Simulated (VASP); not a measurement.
These are AM05 GGA, VASP's PBE PAW potentials (set 64) (plane waves; VASP) values and carry that method's errors.

VASP input:

File POSCAR:
```
PbO2
1.0
  5.0053816075   0.0000000000   0.0000000000
  0.0000000000   5.0053816075   0.0000000000
  0.0000000000   0.0000000000   3.4150344592
Pb O
2 4
direct
  1.0000000000   0.0000000000   1.0000000000
  0.5000000000   0.5000000000   0.5000000000
  0.3075695399   0.3075695399   0.0000000000
  0.8075695399   0.1924304601   0.5000000000
  0.1924304601   0.8075695399   0.5000000000
  0.6924304601   0.6924304601   1.0000000000
```

INCAR:
```
# general
SYSTEM   =  PbO2
PREC     =  Accurate
ENCUT    =  520
LREAL    =  .False.
LASPH    =  .True.

# electronic loop
EDIFF    =  1E-6
NELM     =  100
ALGO     =  Normal
LMAXMIX  =  4

# smearing
ISMEAR   =  0
SIGMA    =  0.05

# functional
GGA      =  AM

# ions
IBRION   =  2
NSW      =  60
ISIF     =  3
EDIFFG   =  -0.02

# output
LWAVE    =  .False.
LCHARG   =  .False.
```

KPOINTS:
```
Regular mesh
0
gamma
4 4 6
0 0 0
```

POTCAR, in this order: Pb_d O (PBE.64 set). Program: vasp_std.

Problem. What will the output report for the number of irreducible k-points (NKPTS), largest plane-wave count, number of space-group operations, FFT grid (NGX, NGY, NGZ)?

Solution. 
```json
{
 "number of irreducible k-points (NKPTS)": "24",
 "largest_plane_wave_count": "2326",
 "number_of_space_group_operations": "16",
 "FFT grid (NGX, NGY, NGZ)": "40 × 40 × 28"
}
```

The compound is PbO2 in the rutile structure. This run relaxes it. Symmetry was kept, so distortions that lower it aren't found. The start is the result of an earlier pass.
